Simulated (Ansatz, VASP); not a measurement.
# SiC (Moissanite): VASP beside Ansatz

Aim: how closely do two programs agree when they are given the same cell, functional and k mesh? The cell is taken from a series of runs on this material, whose earlier steps may have relaxed, scaled, displaced or heated it; both programs get it as it stands.

Main program and level: Ansatz 0.2.0; plane waves, with VASP 6.6.1 beside it; single point at HSE06.

## (1) Starting point

Symmetry: P6_3mc, No. 186, hexagonal system. The conventional cell has a = 3.056 Å, b = 3.056 Å, c = 5.015 Å, α = 90.00°, β = 90.00°, γ = 120.00°. Nearest to Si lie 4 C at 1.87 to 1.88 Å. C has 4 Si at 1.87 to 1.88 Å nearest. Farther neighbours are not listed.

## (2) Ansatz: single point, HSE06

Ansatz runs on PAW files that the input asks for by source.

With cell and atoms fixed, the geometry can't cause a difference; cores, projectors, grids and the points listed under the comparison can.

File input.yaml:

```yaml
crystal:
  lattice:
    - [3.056010314, 0.0, 0.0]
    - [-1.528005157, 2.6465825661, 0.0]
    - [0.0, 0.0, 5.0153749266]
  atoms:
    - { symbol: Si, position: [0.3333333333, 0.6666666667, 0.0045866252] }
    - { symbol: Si, position: [0.6666666667, 0.3333333333, 0.5045866252] }
    - { symbol: C, position: [0.3333333333, 0.6666666667, 0.3804133748] }
    - { symbol: C, position: [0.6666666667, 0.3333333333, 0.8804133748] }
kpoints:
  mp_grid: { grid: [6, 6, 3] }
hamiltonian:
  xc: hse06
  pseudopotentials: { kind: paw, source: ansatz }
scf:
  occupations: { method: fixed }
  n_extra_bands: 5
  convergence: { dr2_threshold: 1.0e-09 }
output:
  eigenvalues: true
```

Launch:

```
> ansatz run input.yaml --threads 8 --pin off --max-ram 18432MiB --backend cpu --events-out ev --progress --plain --runs-dir out
```

Numbers of over 12 decimals in the logs are rounded to 6 here.

What it wrote:

```text
scf.n_extra_bands = 5 over 8 filled bands (N_el = 16.0): the run solves 13 bands
Engine: ansatz 0.2.0, aarch64-unknown-linux-gnu
Pseudopotentials: kind: paw
Pseudopotential: Si, paw, valence charge 4, recommended cutoff 460 eV (normal), Si.paw.azcp
Pseudopotential: C, paw, valence charge 4, recommended cutoff 820 eV (normal), C.paw.azcp
Functional definition: HSE06
  parameter a = 0.25
  parameter omega = 0.11/bohr
  exchange = pbe_x - a*pbe_x_sr(omega) + a*exact_x_sr(omega)
  correlation = pbe_c
davidson cushion auto → on  (no smearing: the cushion is to keep the highest requested band from converging to the state above it; pin scf.eigensolver.cushion to override)
Crystal: 4 atoms, lattice volume = 40.564 Å³
Basis set: ecut = 820 eV, 2177 PW (Γ)
Bands: 13, of which v1, the nominal top of the filled ones, is band 8 counted from 1 (7 counted from 0)
Symmetry: 12 space group operations
Space group: P63mc (ITA 186), of the structure as read, at distance tolerance 3.4e-5 Å
k-points: 14 of 108 (time reversal used)
Non-local potential: Si, projectors of the file, l = 0: 2, l = 1: 3, l = 2: 1
Non-local potential: C, projectors of the file, l = 0: 2, l = 1: 2
PAW form: soft (Blöchl's): semilocal exchange-correlation on the pseudo side does not see the compensation charge
PAW frozen core: Si, regenerated for the run's functional, and the local potential with it (the file was generated under x = pbe(κ = 0.804, μ = 0.219515), c = pbe(β = 0.066725))
PAW frozen core: C, regenerated for the run's functional, and the local potential with it (the file was generated under x = pbe(κ = 0.804, μ = 0.219515), c = pbe(β = 0.066725))
PAW one-centre angular grid: Si, 110 points (default); XC on 64 Gauss nodes
PAW one-centre angular grid: C, 110 points (default); XC on 64 Gauss nodes
Initial density: superposition of atomic densities (chi_scale 0.1, normalization cell, long waves kept (reshape's long-wave potential 0.00 eV rms))
Initial wavefunctions: pseudopotential atomic-orbital guess
Functional: x = pbe(κ = 0.804, μ = 0.219515), c = pbe(β = 0.066725), warm-up for x = pbe(κ = 0.804, μ = 0.219515) + 0.25 (exact − pbe) at short range (hse, ω = 0.207870 Å⁻¹), c = pbe(β = 0.066725); HSE06 as pw.x's `hse` composes it (authors' and Libxc's form: `xc: wpbeh`)
SCF iter   1: F=—  HF=-1777.270942 eV  |F-HF|=—  |Δ(HF+E_count)|=         —  Δρ=1.45e-1  dr2=1.02e1  ethr=1.00e-1  ⟨swp⟩=4.6  Hψ=718  notcnv=0
preconditioner: auto → none  [insulator: Δε(μ)=4.404 eV  Ē_g=13.468 eV  n_scr=2 (ndim 8)  ℏωp=23.3 eV  f_vac=0.000]
iter 2 solved again at ethr=3.45e-3 eV; its pass at ethr=6.35e-2 eV (dr2=5.52e-1 eV) is discarded
SCF iter   2: F=—  HF=-1774.229568 eV  |F-HF|=—  |Δ(HF+E_count)|=    3.04e0  Δρ=4.80e-2  dr2=5.64e-1  ethr=3.45e-3  ⟨swp⟩=3.1  Hψ=940  notcnv=0  defer=2
SCF iter   3: F=—  HF=-1774.087391 eV  |F-HF|=—  |Δ(HF+E_count)|=   1.42e-1  Δρ=2.03e-2  dr2=8.32e-2  ethr=3.45e-3  ⟨swp⟩=2.0  Hψ=420  notcnv=0
SCF iter   4: F=—  HF=-1774.087044 eV  |F-HF|=—  |Δ(HF+E_count)|=   3.47e-4  Δρ=2.20e-3  dr2=1.81e-3  ethr=5.20e-4  ⟨swp⟩=2.9  Hψ=453  notcnv=0
SCF iter   5: F=-1774.086532 eV  HF=-1774.086700 eV  |F-HF|=1.67e-4  |Δ(HF+E_count)|=   3.45e-4  Δρ=8.18e-4  dr2=2.03e-4  ethr=1.13e-5  ⟨swp⟩=4.2  Hψ=585  notcnv=0  defer=1
SCF 1 stopped early in 5 iterations: F = -1774.086532 eV  dr2 = 2.03e-4
  greatest PAW one-centre occupation: 0.485 electrons in one spin orbital (limit 2), on the Si atom at site 1 (counted from 0), in its partial waves of l = 0
Initial density: handed on by an earlier stage of this run
Initial wavefunctions: those handed on with the density
Functional: x = pbe(κ = 0.804, μ = 0.219515) + 0.25 (exact − pbe) at short range (hse, ω = 0.207870 Å⁻¹), c = pbe(β = 0.066725); HSE06 as pw.x's `hse` composes it (authors' and Libxc's form: `xc: wpbeh`)
Exchange kernel: α = 0.2500, screened, ω = 0.2079 Å⁻¹, Wigner–Seitz truncation, v(0) = 1037.0297 eV·Å³, q-mesh 6×6×3, nearest image of the exchange supercell L = 15.05 Å, pair-density grid 18×18×30, without the augmentation charges, whose exchange is taken in its separable form by FFT convolution over the k-point mesh (sized by the pseudopotential files, 25×25×48 at the most), smooth part of the exact exchange by density-matrix convolution
Frozen-core exchange: fock
SCF iter   1: F=—  HF=-1775.365732 eV  |F-HF|=—  |Δ(HF+E_count)|=         —  Δρ=4.86e-3  dr2=6.54e-3  ethr=1.27e-5  ⟨swp⟩=6.9  Hψ=920  notcnv=0
preconditioner: auto → none  [insulator: Δε(μ)=3.106 eV  Ē_g=14.459 eV  n_scr=2 (ndim 8)  ℏωp=23.3 eV  f_vac=0.001]
SCF iter   2: F=—  HF=-1775.363324 eV  |F-HF|=—  |Δ(HF+E_count)|=   2.41e-3  Δρ=2.39e-3  dr2=2.01e-3  ethr=1.27e-5  ⟨swp⟩=3.4  Hψ=606  notcnv=0
SCF iter   3: F=—  HF=-1775.362675 eV  |F-HF|=—  |Δ(HF+E_count)|=   6.49e-4  Δρ=3.65e-4  dr2=3.83e-4  ethr=8.84e-6  ⟨swp⟩=3.0  Hψ=468  notcnv=0
SCF iter   4: F=—  HF=-1775.367095 eV  |F-HF|=—  |Δ(HF+E_count)|=   4.42e-3  Δρ=4.80e-4  dr2=7.43e-5  ethr=1.16e-7  ⟨swp⟩=5.8  Hψ=845  notcnv=0  defer=1
SCF iter   5: F=—  HF=-1775.367069 eV  |F-HF|=—  |Δ(HF+E_count)|=   2.52e-5  Δρ=2.60e-5  dr2=5.30e-6  ethr=1.16e-7  ⟨swp⟩=3.0  Hψ=567  notcnv=0
SCF iter   6: F=-1775.367116 eV  HF=-1775.367118 eV  |F-HF|=1.13e-6  |Δ(HF+E_count)|=   4.81e-5  Δρ=6.85e-5  dr2=1.87e-6  ethr=1.26e-9  ⟨swp⟩=6.1  Hψ=860  notcnv=0  defer=6
SCF 2 stopped early in 6 iterations: F = -1775.367116 eV  dr2 = 1.87e-6
  greatest PAW one-centre occupation: 0.502 electrons in one spin orbital (limit 2), on the Si atom at site 1 (counted from 0), in its partial waves of l = 0
hybrid outer 1: dexx = +4.842e-3 eV, tail = 4.74e-6 eV
Exchange kernel: α = 0.2500, screened, ω = 0.2079 Å⁻¹, Wigner–Seitz truncation, v(0) = 1037.0297 eV·Å³, q-mesh 6×6×3, nearest image of the exchange supercell L = 15.05 Å, pair-density grid 18×18×30, without the augmentation charges, whose exchange is taken in its separable form by FFT convolution over the k-point mesh (sized by the pseudopotential files, 25×25×48 at the most), smooth part of the exact exchange by density-matrix convolution
Frozen-core exchange: fock
SCF iter   1: F=—  HF=-1775.367110 eV  |F-HF|=—  |Δ(HF+E_count)|=         —  Δρ=1.31e-5  dr2=4.95e-8  ethr=1.48e-7  ⟨swp⟩=2.4  Hψ=426  notcnv=0
preconditioner: auto → none  [insulator: Δε(μ)=3.130 eV  Ē_g=14.464 eV  n_scr=2 (ndim 8)  ℏωp=23.3 eV  f_vac=0.001]
SCF iter   2: F=—  HF=-1775.367110 eV  |F-HF|=—  |Δ(HF+E_count)|=   6.46e-8  Δρ=6.60e-6  dr2=1.28e-8  ethr=2.79e-10  ⟨swp⟩=4.9  Hψ=700  notcnv=0
iter 3 solved again at ethr=1.12e-12 eV; its pass at ethr=7.22e-11 eV (dr2=1.79e-10 eV) is discarded
SCF iter   3: F=-1775.367110 eV  HF=-1775.367110 eV  |F-HF|=2.70e-10  |Δ(HF+E_count)|=   3.59e-9  Δρ=1.85e-6  dr2=6.87e-10  ethr=1.12e-12  ⟨swp⟩=3.9  Hψ=1033  notcnv=0
SCF 3 converged in 3 iterations: F = -1775.367110 eV  dr2 = 6.87e-10
hybrid outer 2: dexx = +5.649e-8 eV, tail = 1.53e-9 eV, Δε = 8.21e-4 eV (about 2.40e-5 eV left of the loop's levels)
the search or the solves at the SCF's close seem to have found levels that the self-consistency loop had missed (the run counts 1). By its estimate they hold under 1e-12 electrons; where the run keeps them, the occupations were computed again with them
hybrid SCF converged: 2 outer / 9 inner (+5 warm-up), last move |dexx| = 5.65e-8 eV, tail = 1.53e-9 eV
Stability not checked: this state was not tested for a lower state beside it, because the functional holds exact exchange (a hybrid, or Hartree-Fock), whose exchange loop this test does not read (fock_operator; see scf.lower_state_search)
Free energy (F): -1775.367110 eV
Frozen-core exchange: fock
Harris-Foulkes:  -1775.367110 eV  (|F-HF|=2.70e-10)
Internal energy: -1775.367110 eV  (E = F + TS)
E sigma→0 (E₀):  -1775.367110 eV
Fermi energy:    9.325883 eV
--- Per-component energies (eV) ---
  E_band       = 41.821699
  E_kinetic    = 301.503209
  E_local      = -218.105864  (includes V_loc(G=0)·N_el)
  E_nonlocal   = 85.482411
  E_hartree    = 64.261586
  E_xc         = -183.635765
  E_vxc        = -178.098887  (∫ρ·V_xc dr)
  E_exx        = -30.658068  (= α·E_x^exact, valence–valence)
  E_paw        = -1221.513245  (= ΣΔE_a)
  E_vpaw       = -16.166073  (= ΣTr[D̂ρ^β])
  E_aug_tail   = -0.000011  (compensation charges beyond the density's cutoff)
  E_ewald      = -572.548116
  E_core_change = -0.153247  (= ΣΔE_core)
  E_smearing   = -0.000000  (= −TS)
  E_closure    = -0.000000  (closes the sum)
  Σ components = -1775.367110   (vs F -1775.367110, Δ=-2.27e-13)
--- Band table (eV; the first three rows and the last of 14) ---
  k-point 0: bands = [... 4 lower, 7.8505, 9.2078, 9.3259, 9.3259, 15.4595, 17.0011, 17.3350, 17.3350, ... 1 higher]
  k-point 1: bands = [... 4 lower, 8.1755, 8.1755, 8.9082, 8.9082, 15.9829, 17.3961, 17.5867, 17.5867, ... 1 higher]
  k-point 2: bands = [... 4 lower, 7.0896, 7.5996, 8.8143, 9.0046, 15.4056, 17.5340, 17.8357, 18.1400, ... 1 higher]
  k-point 13: bands = [... 4 lower, 2.4059, 3.9024, 6.8113, 6.8113, 14.6427, 16.4150, 16.4150, 18.1173, ... 1 higher]
```

## (3) VASP: single point, HSE06

The same cell, functional and mesh now go to VASP, with its own data sets.

Lines of VASP's logs that name or quote its potential files are left out, and so is its time.

The run reads the wave functions of an earlier VASP run, which isn't shown here.

File INCAR:

```
SYSTEM = SiC
PREC = Accurate
ENCUT = 520
EDIFF = 1E-06
NELM = 100
ISMEAR = 0
SIGMA = 0.01
LREAL = .FALSE.
ALGO = Normal
LHFCALC = .TRUE.
AEXX = 0.25
GGA = PE
HFSCREEN = 0.208
LASPH = .TRUE.
NBANDS = 14
PRECFOCK = Fast
LORBIT = 11
LWAVE = .FALSE.
LCHARG = .FALSE.
ISIF = 2
```

File POSCAR:

```
SiC
1.0
    3.0560103140      0.0000000000      0.0000000000
   -1.5280051570      2.6465825661      0.0000000000
    0.0000000000      0.0000000000      5.0153749266
Si C
2 2
Direct
    0.3333333333      0.6666666667      0.0045866252
    0.6666666667      0.3333333333      0.5045866252
    0.3333333333      0.6666666667      0.3804133748
    0.6666666667      0.3333333333      0.8804133748
```

File KPOINTS:

```
Automatic mesh
0
Gamma
6 6 3
0 0 0
```

Potentials, in the order of the species: Si and C (PBE family, release 64).

Launch:

```
> export OMP_NUM_THREADS=3
> mpirun -np 1 vasp_std
```

What it wrote:

```text
[banner, memory and clock lines left out]
running    1 mpi-ranks, on    1 nodes
 distrk:  each k-point on    1 cores,    1 groups
 distr:  one band on    1 cores,    1 groups
 Offloading initialized ...    1 GPUs detected
 POSCAR found type information on POSCAR SiC
 POSCAR found :  2 types and       4 ions
 LDA part: xc-table for (Slater+PW92), standard interpolation
 found WAVECAR, reading the header
 POSCAR, INCAR and KPOINTS ok, starting setup
 FFT: planning ... GRIDC
 FFT: planning ... GRID_SOFT
 FFT: planning ... GRID
 reading WAVECAR
 the WAVECAR file was read successfully
 initial charge from wavefunction
 entering main loop
       N       E                     dE             d eps       ncg     rms          rms(c)
DAV:   1    -0.348177212756E+02   -0.34818E+02   -0.54483E-01   398   0.570E+00    0.393E+00
DAV:   2    -0.348215295387E+02   -0.38083E-02   -0.14525E-02   506   0.910E-01    0.271E+00
DAV:   3    -0.348205203876E+02    0.10092E-02   -0.40204E-04   506   0.160E-01    0.159E+00
DAV:   4    -0.348201742724E+02    0.34612E-03   -0.13916E-04   500   0.813E-02    0.909E-01
DAV:   5    -0.348200673775E+02    0.10689E-03   -0.40397E-05   488   0.446E-02    0.516E-01
DAV:   6    -0.348200316629E+02    0.35715E-04   -0.11412E-05   494   0.262E-02    0.292E-01
DAV:   7    -0.348200202997E+02    0.11363E-04   -0.37329E-06   470   0.159E-02    0.166E-01
DAV:   8    -0.348200165687E+02    0.37309E-05   -0.11904E-06   256   0.941E-03    0.956E-02
DAV:   9    -0.348200155611E+02    0.10076E-05   -0.47085E-07   250   0.635E-03    0.539E-02
DAV:  10    -0.348200152958E+02    0.26529E-06   -0.13244E-07   250   0.330E-03
   1 F= -.34820015E+02 E0= -.34820015E+02  d E =-.302513E-20
```

Parts of OUTCAR (step 3):

```text
ion  position               nearest neighbor table
   1  0.333  0.667  0.005-   4 1.87   4 1.87   4 1.87   3 1.88   2 3.07   2 3.07   2 3.07   2 3.07
                             2 3.07   2 3.07
   2  0.667  0.333  0.505-   3 1.87   3 1.87   3 1.87   4 1.88   1 3.07   1 3.07   1 3.07   1 3.07
                             1 3.07   1 3.07
   3  0.333  0.667  0.380-   2 1.87   2 1.87   2 1.87   1 1.88
   4  0.667  0.333  0.880-   1 1.87   1 1.87   1 1.87   2 1.88

  LATTYP: Found a hexagonal cell.
 ALAT       =     3.0560103140
 C/A-ratio  =     1.6411511779

 Subroutine GETGRP returns: Found 12 space group operations
 (whereof  6 operations were pure point group operations)

The static configuration has the point symmetry C_3v.
 The point group associated with its full space group is C_6v.

 Found     14 irreducible k-points:

   k-points           NKPTS =     14   k-points in BZ     NKDIM =    108   number of bands    NBANDS=     14

   dimension x,y,z NGX =    24 NGY =   24 NGZ =   40
   dimension x,y,z NGXF=    48 NGYF=   48 NGZF=   80

   ENCUT  =  520.0 eV  38.22 Ry    6.18 a.u.   5.68  5.68  9.33*2*pi/ulx,y,z

   NELECT =      16.0000    total number of electrons

 k-points in reciprocal lattice and weights: Automatic mesh
   0.00000000  0.00000000  0.00000000       0.009
   0.16666667  0.00000000  0.00000000       0.056
   0.33333333  0.00000000  0.00000000       0.056
   0.50000000  0.00000000  0.00000000       0.028
   0.16666667  0.16666667  0.00000000       0.056
   0.33333333  0.16666667  0.00000000       0.111
   0.33333333  0.33333333  0.00000000       0.019
   0.00000000  0.00000000  0.33333333       0.019
   0.16666667  0.00000000  0.33333333       0.111
[...]
0.33333333  0.16666667  0.33333333       0.222
   0.33333333  0.33333333  0.33333333       0.037

  exchange ACFDT corr.  =         0.00000000  see jH, gK, PRB 81, 115126

 average (electrostatic) potential at core
       1 -76.4394       2 -76.4394       3 -40.6279       4 -40.6279

 E-fermi :   7.9467

 k-point     1 :       0.0000    0.0000    0.0000
  band No.  band energies     occupation
    ...
      4       6.4131      2.00000
      5       6.4131      2.00000
      6       7.7666      2.00000
      7       7.8850      2.00000
      8       7.8850      2.00000
      9      14.0288      0.00000
     10      15.5818      0.00000
     11      15.8958      0.00000
     12      15.8958      0.00000
     13      17.1276      0.00000
    ...

 k-point     2 :       0.1667    0.0000    0.0000
  band No.  band energies     occupation
    ...
      4       4.0441      2.00000
      5       5.6537      2.00000
      6       6.1614      2.00000
      7       7.3747      2.00000
      8       7.5651      2.00000
      9      13.9706      0.00000
     10      16.1009      0.00000
     11      16.4026      0.00000
     12      16.7085      0.00000
     13      16.7820      0.00000
    ...

 k-point     3 :       0.3333    0.0000    0.0000
  band No.  band energies     occupation
    ...
      4       0.9835      2.00000
      5       3.0482      2.00000
      6       4.5988      2.00000
      7       5.8944      2.00000
      8       6.8719      2.00000
      9      12.3067      0.00000
     10      13.9117      0.00000
     11      16.5560      0.00000
     12      16.6975      0.00000
     13      17.9483      0.00000
    ...

  Total        0.7791406      0.7791406      0.6969416      0.0000000     -0.0000000      0.0000000
  in kB       30.7739155     30.7739155     27.5272819      0.0000000     -0.0000000      0.0000000
  external PRESSURE =      29.6917043 kB  Pullay stress =       0.0000000 kB

  energy-cutoff  :      520.00
  volume of cell :       40.56
      direct lattice vectors                 reciprocal lattice vectors
     3.056010314  0.000000000  0.000000000     0.327224027  0.188922880 -0.000000000
    -1.528005157  2.646582566  0.000000000     0.000000000  0.377845760  0.000000000
     0.000000000  0.000000000  5.015374927     0.000000000 -0.000000000  0.199386888

 POSITION                                       TOTAL-FORCE (eV/Angst)
 -----------------------------------------------------------------------------------
     -0.00000      1.76439      0.02300         0.000000      0.000000     -0.013485
      1.52801      0.88219      2.53069        -0.000000     -0.000000     -0.013485
     -0.00000      1.76439      1.90792        -0.000000     -0.000000      0.013485
      1.52801      0.88219      4.41560         0.000000     -0.000000      0.013485
 -----------------------------------------------------------------------------------
    total drift:                                0.000000     -0.000000     -0.000120

  FREE ENERGIE OF THE ION-ELECTRON SYSTEM (eV)
  ---------------------------------------------------
  free  energy   TOTEN  =       -34.8200152958 eV

  energy  without entropy=      -34.8200152958  energy(sigma->0) =      -34.82001530

 total charge
# of ion       s       p       d       tot
------------------------------------------
    1        0.720   0.997   0.000   1.717
    2        0.720   0.997   0.000   1.717
    3        0.841   1.734   0.000   2.575
    4        0.841   1.734   0.000   2.575
--------------------------------------------------
tot          3.123   5.461   0.000   8.584

[... 3 further parts left out ...]
```

The run ends at a pressure of 2.97 GPa, with forces up to 0.013 eV/Å.

## (4) Side by side

Known differences besides the potentials themselves: exact exchange at q = 0 is treated differently, which shows on coarse meshes; VASP keeps PBE cores, Ansatz makes them for the functional; fixed occupations in Ansatz, narrow Gaussian smearing in VASP; the cutoff is 820 eV in Ansatz and 520 eV in VASP; VASP takes a coarser grid for exact exchange (PRECFOCK = Fast). Total energies have different zeros and are not compared.

Compared:

```csv
quantity,Ansatz,VASP,difference
gap on the k mesh (eV),3.130,3.134,-0.004
```

A gap on the mesh is an upper bound, since the band edges may lie between its points.

## (5) Summary of results

```yaml
difference_in_gap_on_the_k_mesh_single_point_hse06: -0.0040 eV
```

**Reading.** The difference in gap on the k mesh is -0.0040 eV (single point, HSE06), within the 0.08 eV picked in this series as the mark of a large difference. How closely two codes agree says nothing of how well the functional describes the real material.

[Lines on the potential files, build, host, timing and source positions are cut from VASP's logs without a mark.]

[Logs are printed without paths, hosts, clocks, repeated set-up lines and the standing remarks that a program may print on its own settings, such as how far it seeks lower states.]

[Hosts, paths, dates, database ids (printed as entryN), source tags and the programs' standing remarks are cut or masked in the printed files.]
